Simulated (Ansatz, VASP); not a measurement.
**One calculation of SrAl2Os, two programs**

```
Sr Al Os
1.0
     3.17733    0.00000    0.00000
    -1.58867    2.75165    0.00000
     0.00000    0.00000    9.27163
Sr Al Os
1 2 1
Direct
  0.33333 0.66667 0.50000
  0.00000 0.00000 0.80559
  0.00000 0.00000 0.19441
  0.33333 0.66667 0.00000
```

Alike in both runs: functional PBE; k mesh 18 × 18 × 6; occupations gaussian, width 0.1 eV; no spin polarisation.

Ansatz relaxed the structure, and its values are those at the end. VASP's run is a single point on that final structure, the one shown.

|  | VASP | Ansatz |
| --- | --- | --- |
| version | VASP 6.6.1 | Ansatz 0.2.0 |
| potentials or method | VASP PAW PBE potentials, release 64 (Sr_sv, Al, Os) | scalar-relativistic, plane waves, PAW |
| plane-wave cutoff (eV) | 520 | 420 |
| valence electrons in the cell | 24 | 32 |

VASP gave:

- gap on the k mesh at the Fermi level (eV): none
- pressure (GPa): 0.1
- rms of the force components (eV/Å): 0.006

**Question.** Which values does Ansatz return?

**Answer.** gap on the k mesh at the Fermi level (eV): none; pressure (GPa): 0.0; rms of the force components (eV/Å): 0.001.

A gap of «none» marks a metal or a gap that the smearing closes. The two sets of potentials don't hold the same shells in valence.

Spin-orbit coupling is left out, which matters for the levels of Os.
